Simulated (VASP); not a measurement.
A run of VASP 6.6.1:

The input INCAR:

```
SYSTEM = AlGa3N2
ALGO     = Fast           ! electronic algorithm
EDIFF    = 1E-4           ! SCF threshold, eV
EDIFFG   = -0.08          ! ionic threshold
ENCUT    = 520            ! plane-wave cutoff, eV
GGA      = PE             ! functional
IBRION   = 2              ! ionic algorithm
ISIF     = 3              ! what is computed and relaxed
ISMEAR   = 0              ! smearing method
KPAR     = 2            
LASPH    = .TRUE.         ! aspherical terms in the spheres
LCHARG   = .FALSE.        ! write CHGCAR
LREAL    = .FALSE.        ! projectors in reciprocal space
LWAVE    = .FALSE.        ! write WAVECAR
NELM     = 60             ! most SCF steps
NSW      = 24             ! ionic steps
PREC     = Normal         ! precision mode
SIGMA    = 0.15           ! smearing width, eV
```

File KPOINTS:

```
k-points
0
G
  3 3 4
  0 0 0
```

POSCAR

```
AlGa3N2
1.0
    5.4781885800      0.0000000000      0.0000000000
   -2.7390942900      4.7442504800      0.0000000000
    0.0000000000      0.0000000000      3.3357669700
Al Ga N
1 3 2
Direct
    0.0000000000      0.0000000000      0.0000000000
    0.5000000000      0.0000000000      0.5000000000
    0.5000000000      0.5000000000      0.5000000000
    0.0000000000      0.5000000000      0.5000000000
    0.3333333300      0.6666666700      0.0000000000
    0.6666666700      0.3333333300      0.0000000000
```

Potentials or basis: VASP PAW PBE potentials, release 64 (Al, Ga_d, N).

Command:

```bash
$ cat potpaw_PBE.64/Al/POTCAR potpaw_PBE.64/Ga_d/POTCAR potpaw_PBE.64/N/POTCAR > POTCAR
$ mpirun -np 2 vasp_std > vasp.out
```

Hardware: 2 MPI ranks on Intel(R) Xeon(R) Platinum 8488C (Sapphire Rapids), with other jobs on the host.

Problem. Estimate the wall time of this run.

Solution. It took 58 s on 2 MPI ranks on Intel(R) Xeon(R) Platinum 8488C (Sapphire Rapids), with other jobs on the host, peak memory 0.16 GiB a rank. Counts: scf iterations 88, k points 9, ion steps 11.
